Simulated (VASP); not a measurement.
Data:

```xyz
5
Lattice="3.9676 0.0000 0.0000 0.0000 3.9676 0.0000 0.0000 0.0000 3.9676" Properties=species:S:1:pos:R:3 pbc="T T T"
K      0.0000     0.0000     0.0000
Mg     1.9838     1.9838     1.9838
F      1.9838     0.0000     1.9838
F      0.0000     1.9838     1.9838
F      1.9838     1.9838     0.0000
```

Calculation: AM05 GGA, VASP's PBE PAW potentials (set 64) (plane waves; VASP). Numerical set-up: 520 eV cut-off, 6×6×6 Γ-centred mesh, Gaussian smearing of 0.050 eV, potentials K_sv Mg F.

Task: Give the stress tensor in GPa (positive for a compressed cell).

Result: 
```
2.48  0.00  0.00
0.00  2.48  0.00
0.00  0.00  2.48
```
The pressure is its mean diagonal, 2.48 GPa.

The compound is KMgF3 in the cubic perovskite structure. This cell is one point of a volume scan, at 0.97 of the reference volume.
